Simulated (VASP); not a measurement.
Here is the system:

```yaml
crystal:
  lattice:
    - [4.54622, 0.00000, 0.00000]
    - [-2.27311, 3.93714, 0.00000]
    - [0.00000, 0.00000, 5.16933]
  atoms:
    - { symbol: Ba, position: [0.33333, 0.66667, 0.99915] }
    - { symbol: Ga, position: [0.00000, 0.00000, 0.41801] }
    - { symbol: Sn, position: [0.66667, 0.33333, 0.54180] }
    - { symbol: H, position: [0.00000, 0.00000, 0.08475] }
```

Computed with PBEsol GGA, VASP's PBE PAW potentials (set 64) (plane waves; VASP). Settings: 400 eV cut-off, 13×13×10 Γ-centred mesh, Gaussian smearing of 0.010 eV, potentials Ba_sv Ga_d Sn_d H.

Q: What does the run give for the energy per atom (σ→0)?

A: 
```json
{
 "energy per atom (σ→0)": "-3.798 eV/atom"
}
```

Total energies compare only between runs with the same potentials, cut-off and functional.

The structure comes from a computed database's BaGaSnH entry (P3m1); how it stands against other phases isn't given here. It was relaxed first, which changed the volume by -7 %.
